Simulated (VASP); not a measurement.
Runs of VASP 6.6.1 on TiIn11P12 (a cell with a defect). The cell holds a defect, 24 atoms: a = 12.449 Å, b = 8.300 Å, c = 8.300 Å, α = 60.00°, β = 60.00°, γ = 60.00°. 

| task | spin | fixed moment (μB) | cell | gap on the mesh (eV) | pressure (GPa) | moment (μB) | largest force (eV/Å) |
| --- | --- | --- | --- | --- | --- | --- | --- |
| relaxation of the atoms | collinear, ferromagnetic start | - | atoms relaxed | none | -0.4 | 0.04 | 0.02 |
| single point | collinear, ferromagnetic start | - | as given | none | -1.1 | (a) | 0.91 |
| single point | collinear, ferromagnetic start | 1 | as given | - | -0.4 | 1.00 | 0.83 |
| single point | off | - | as given | none | -0.2 | - | (b) |

Alike in all rows: level PBEsol+U; potentials or basis VASP PAW PBE potentials, release 64 (Ti_sv, In_d, P); Ti d U = 3 eV; k mesh 2 × 2 × 2; cutoff (eV) 350; smearing gaussian 0.03 eV; the mesh is coarse, so values aren't converged.

Task: Fill in the values left out.

Result: (a) 0.02; (b) 1.02.

Caveats: all runs use coarse meshes; the PAW data sets were made with another functional, which shifts forces and pressure a little; the U is typed as a test and isn't derived for this compound; the total moment is fixed, so each spin has its own Fermi level (some runs); U without spin polarisation on a metal has little footing (some runs).

A k mesh can miss the band edges, and the runs leave out spin-orbit coupling on In.

A gap of «none» marks a metal or a gap under the smearing width.
